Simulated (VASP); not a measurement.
An input for Quantum ESPRESSO's pw.x (written as the equivalent of a VASP run, and not itself run):

```
&CONTROL
  calculation = 'vc-relax'
  pseudo_dir = './pseudo'
  outdir = './out'
  tprnfor = .true.
  tstress = .true.
  nstep = 40
  forc_conv_thr = 0.00078
/
&SYSTEM
  ibrav = 0
  nat = 1
  ntyp = 1
  ecutwfc = 82
  occupations = 'smearing'
  smearing = 'methfessel-paxton'
  degauss = 0.00735
  input_dft = 'pbesol'
/
&ELECTRONS
  conv_thr = 7.3e-08
  electron_maxstep = 100
/
&IONS
/
&CELL
  press = 300
/
ATOMIC_SPECIES
  Ag 107.868 Ag.upf
CELL_PARAMETERS angstrom
     0.0000000    1.9206904    1.9206904
     1.9206904    0.0000000    1.9206904
     1.9206904    1.9206904    0.0000000
ATOMIC_POSITIONS crystal
  Ag   0.0000000  1.0000000  0.0000000
K_POINTS automatic
  16 16 16 0 0 0
```

### Question
Translate this input to VASP (INCAR, KPOINTS, POSCAR, choice of POTCAR).

### Answer
Several could match; the one computed here: 
INCAR:
```
# general
SYSTEM   =  Ag
PREC     =  Accurate
ENCUT    =  500
LREAL    =  .FALSE.
LASPH    =  .TRUE.

# electronic loop
EDIFF    =  1E-6
NELM     =  100
ALGO     =  Normal
LMAXMIX  =  4

# smearing
ISMEAR   =  1
SIGMA    =  0.1

# functional
GGA      =  PS

# ions
IBRION   =  2
NSW      =  40
ISIF     =  3
EDIFFG   =  -0.02
PSTRESS  =  300

# output
LWAVE    =  .FALSE.
LCHARG   =  .FALSE.
```

### KPOINTS
```
Automatic
0
G
  16 16 16
```

**POSCAR**
```
Ag
1
    0.0000000000     1.9206903701     1.9206903701
    1.9206903701     0.0000000000     1.9206903701
    1.9206903701     1.9206903701     0.0000000000
Ag
1
Direct
  0.0000000000   1.0000000000   0.0000000000
```

POTCAR, in this order: Ag (PBE.64 set). Program: vasp_std.

What does not carry over: the potentials are each code's own (VASP's PAW set, PseudoDojo norm-conserving files in pw.x), so ENCUT and ecutwfc are chosen apart and not converted; conv_thr bounds pw.x's estimated SCF error, while EDIFF bounds the energy change between steps; forc_conv_thr acts on force components and is met together with etot_conv_thr.

The compound is Ag in the fcc structure. It was relaxed first under an external pressure of 30 GPa.
